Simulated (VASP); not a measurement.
SiC: optical spectrum with r2SCAN

**Experimental background.**

“Insight into the structural, elastic and electronic properties of a new orthorhombic 6O-SiC polytype”, 2020, pmc:7200658 quotes, for a bulk crystal of SiC: band gap 2.4 eV (indirect).

The system is SiC.

```xyz
2
Lattice="0.0000 2.1776 2.1776 2.1776 0.0000 2.1776 2.1776 2.1776 0.0000" Properties=species:S:1:pos:R:3 pbc="T T T"
Si    0.0000    0.0000    0.0000
C     1.0888    1.0888    1.0888
```

```yaml
Program: VASP 6.6.1
Task: optical spectrum
Functional: r2SCAN
Potentials_or_basis: VASP PAW PBE potentials, release 64 (Si, C)
Cutoff: 520 eV
k_mesh: 18 × 18 × 18
Occupations: gaussian, width 0.02 eV
Spin: no spin polarisation
Further_INCAR_settings: ALGO = Normal; EDIFF = 1e-07; NBANDS = 36
```

| Property | Result |
| --- | --- |
| Pressure | 0.0 GPa |
| Band gap on the k mesh | 1.72 eV, indirect (least direct gap 5.06 eV) |

Levels at points of the mesh, in eV from the valence-band top:
| k point | band 2 | band 3 | band 4 | band 5 | band 6 | band 7 |
| --- | --- | --- | --- | --- | --- | --- |
| (0.00, 0.00, 0.00) | 0.00 | 0.00 | 0.00 | 6.86 | 7.86 | 7.86 |
| (0.50, 0.00, 0.00) | -8.83 | -1.11 | -1.11 | 6.01 | 7.76 | 7.76 |
| (0.50, 0.50, 0.00) | -8.06 | -3.34 | -3.34 | 1.72 | 4.83 | 15.15 |

Dielectric function (mean over the directions given):
| energy (eV) | real part | imaginary part |
| --- | --- | --- |
| 0.27 | 6.52 | 0.00 |
| 0.90 | 6.59 | 0.02 |
| 1.59 | 6.75 | 0.03 |
| 2.29 | 7.02 | 0.05 |
| 2.98 | 7.44 | 0.08 |
| 3.61 | 8.04 | 0.12 |
| 4.31 | 9.09 | 0.20 |
| 5.00 | 11.35 | 0.76 |
| 5.69 | 13.34 | 4.20 |
| 6.38 | 14.31 | 8.13 |
| 7.02 | 14.17 | 13.45 |
| 7.71 | -3.31 | 18.21 |
| 8.40 | -0.24 | 9.38 |
| 9.09 | -1.84 | 11.48 |
| 9.78 | -4.59 | 9.93 |
| 10.42 | -4.37 | 6.65 |
| 11.11 | -4.27 | 3.58 |
| 11.80 | -3.41 | 4.16 |
| 12.49 | -3.09 | 2.42 |
| 13.18 | -2.05 | 2.13 |
| 13.82 | -2.24 | 2.42 |
| 14.51 | -2.04 | 1.19 |
| 15.20 | -1.76 | 1.34 |
| 15.89 | -1.37 | 1.27 |
| 16.58 | -1.36 | 1.01 |
| 17.22 | -1.04 | 0.71 |
| 17.91 | -0.93 | 0.54 |
| 18.60 | -0.71 | 0.46 |
| 19.30 | -0.59 | 0.47 |
| 19.99 | -0.51 | 0.36 |

Wall time 3.5 min on 1 thread of Intel(R) Xeon(R) 6975P-C (Granite Rapids), with other jobs on the host, peak memory 0.26 GiB.

Against the measured gap of SiC, 2.4 eV (indirect; quoted in “Insight into the structural, elastic and electronic properties of a new orthorhombic 6O-SiC polytype”, 2020, pmc:7200658), the calculated 1.72 eV is off by -0.68 eV. The value is that of r2SCAN on a finite k mesh, which can miss the band edges, without temperature or zero-point motion.

Caveat: independent-particle spectra lack excitons; the PAW data sets were made with another functional, which shifts forces and pressure a little.
